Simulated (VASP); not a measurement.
Computed with PBEsol GGA, VASP's PBE PAW potentials (set 64) (plane waves; VASP).

VASP input:

File POSCAR:
```
N
1.0
  0.0000000000   1.5604910000   1.5604910000
  1.5604910000   0.0000000000   1.5604910000
  1.5604910000   1.5604910000   0.0000000000
N
1
direct
  0.0000000000   0.0000000000   0.0000000000
```

**INCAR**
```
IBRION  =  2
ENCUT  =  520   ! plane-wave cut-off (eV)
LASPH  =  .True.   ! aspherical one-centre terms
PREC  =  Accurate
LWAVE  =  .False.
ISIF  =  3   ! ions, shape and volume
LCHARG  =  .False.
GGA  =  PS   ! PBEsol
SIGMA  =  0.05
EDIFF  =  1E-6
LREAL  =  .False.   ! projection in real space or not
NELM  =  100
NSW  =  60
SYSTEM  =  N
ISMEAR  =  0   ! Gaussian
ALGO  =  Normal   ! blocked Davidson
EDIFFG  =  -0.01   ! ionic stop
```

KPOINTS:
```
Automatic mesh
0
Gamma
13 13 13
0 0 0
```

POTCAR, in this order: N (PBE.64 set). Program: vasp_std.

Energy and stress use the plane-wave basis of the starting cell.

Problem. Estimate the energy per atom (σ→0), volume per atom, band gap (on the k-mesh).

Solution. 
| Property | Value |
|---|---|
| energy per atom (σ→0) | -4.308 eV/atom |
| band gap (on the k-mesh) | none (metal, semimetal or under 0.01 eV) |
| volume per atom | 7.20 Å³/atom |

File OSZICAR:
```
...
DAV:   5    -0.430849925330E+01    0.35213E-06   -0.89670E-06  1248   0.470E-02
   2 F= -.43084993E+01 E0= -.43078337E+01  d E =-.119759E-01
       N       E                     dE             d eps       ncg     rms          rms(c)
DAV:   1    -0.431051859527E+01   -0.20190E-02   -0.51751E-02  1008   0.236E+00    0.249E-01
DAV:   2    -0.430939397231E+01    0.11246E-02   -0.14800E-03  1050   0.385E-01    0.112E-01
DAV:   3    -0.430911820899E+01    0.27576E-03   -0.94473E-04  1044   0.282E-01    0.125E-02
DAV:   4    -0.430911742446E+01    0.78453E-06   -0.24358E-06   936   0.245E-02
   3 F= -.43091174E+01 E0= -.43084196E+01  d E =-.125940E-01
```

The structure was generated: N was put into the fcc type (Fm-3m), which need not be its known phase. This run relaxes it. Symmetry was kept, so distortions that lower it aren't found.
